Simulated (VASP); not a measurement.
The system is MgSn2N2.

```xyz
5
Lattice="4.2419 0.0000 0.0000 0.0000 4.2419 0.0000 0.0000 0.0000 5.9600" Properties=species:S:1:pos:R:3 pbc="T T T"
Mg    0.0000    0.0000    0.0000
Sn    0.0000    2.1210    0.0000
Sn    2.1210    0.0000    0.0000
N     0.0000    0.0000    2.9800
N     2.1210    2.1210    0.0000
```

The cell was built by a generator and needn't be a form met in nature.

* Program: VASP 6.6.1
* Task: relaxation of cell and atoms
* Functional: PBE
* Potentials or basis: VASP PAW PBE potentials, release 64 (Mg, Sn_d, N)
* Cutoff: 520 eV
* k mesh: 3 × 3 × 3
* Occupations: gaussian, width 0.15 eV
* Spin: no spin polarisation

At the start: pressure 42.5 GPa; volume 21.45 Å³/atom.

Question: How do energy, volume and symmetry change on relaxing?

Answer: Over 12 steps the energy falls by 2509.8 meV/atom and the volume is 21.10 Å³/atom (-1.6 %); space group P4/mmm (No. 123, to 0.05 Å).

The path:
```
step  energy change (eV)  largest force (eV/Å)  pressure (GPa)  volume (Å³)
   1              0.0000                0.0000           42.54       107.24
   2             -6.3003                0.0000          -12.07       205.66
   3             -9.0945                0.0000           -4.91       157.00
   4             -9.0954                0.0000           -4.60       155.95
   5             -9.0920                0.0000           -4.25       154.92
   6            -10.1703                0.0000           -5.06       140.32
   7            -11.8368                0.0000           -4.68       120.08
   8             -5.2374                0.0000           47.76        79.80
   9            -12.1788                0.0000           -3.95       115.21
  10            -12.3586                0.0000            4.14        99.45
  11            -12.5279                0.0000           -1.39       107.32
  12            -12.5488                0.0000           -0.30       105.48
```

Final structure:
```
Mg Sn N
1.0
     5.23160    0.00000    0.00000
     0.00000    5.23160    0.00000
     0.00000    0.00000    3.85381
Mg Sn N
1 2 2
Direct
  0.00000 0.00000 0.00000
  0.00000 0.50000 0.00000
  0.50000 0.00000 0.00000
  0.00000 0.00000 0.50000
  0.50000 0.50000 0.00000
```

Caveat: the k mesh is coarse (spacing up to 0.49 Å⁻¹), so the values aren't converged.
